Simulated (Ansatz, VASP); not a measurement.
One calculation of Ti3Al4Ni, two programs

```
Ti Al Ni
1.0
     3.83419    0.00000    0.00000
     0.00000    3.83419    0.00000
     0.00000    0.00000    7.84475
Ti Al Ni
3 4 1
Direct
  0.00000 0.00000 0.00000
  0.50000 0.50000 0.00000
  0.50000 0.50000 0.50000
  0.00000 0.50000 0.75000
  0.00000 0.50000 0.25000
  0.50000 0.00000 0.75000
  0.50000 0.00000 0.25000
  0.00000 0.00000 0.50000
```

Alike in both runs: task single point; functional PBE; k mesh 4 × 4 × 2; occupations gaussian, width 0.1 eV; collinear spin.

|  | VASP | Ansatz |
| --- | --- | --- |
| version | VASP 6.6.1 | Ansatz 0.2.0 |
| potentials or method | VASP PAW PBE potentials, release 64 (Ti_sv, Al, Ni) | scalar-relativistic, plane waves, PAW |
| plane-wave cutoff (eV) | 520 | 420 |
| valence electrons in the cell | 58 | 66 |

|  | VASP | Ansatz | Ansatz less VASP |
| --- | --- | --- | --- |
| gap on the k mesh at the Fermi level (eV) | none | none | - |
| pressure (GPa) | 9.0 | 9.0 | +0.02 |
| largest component of the traceless stress (GPa) | 3.17 | 3.13 | -0.039 |
| rms of the force components (eV/Å) | 0.365 | 0.368 | +0.0028 |
| net moment per atom (μB) | 0.19 | 0.19 | +0.003 |
| size of the moment on the site where the two differ most (μB) | 0.32 | 0.35 | +0.023 |

Site moments also hang on the region over which each program counts them. Atom by atom the forces differ by 0.003 eV/Å (rms over components). A gap of «none» marks a metal or a gap that the smearing closes. The two sets of potentials don't hold the same shells in valence.

Caveats: the k mesh is coarse (spacing up to 0.41 Å⁻¹), so the values aren't converged.
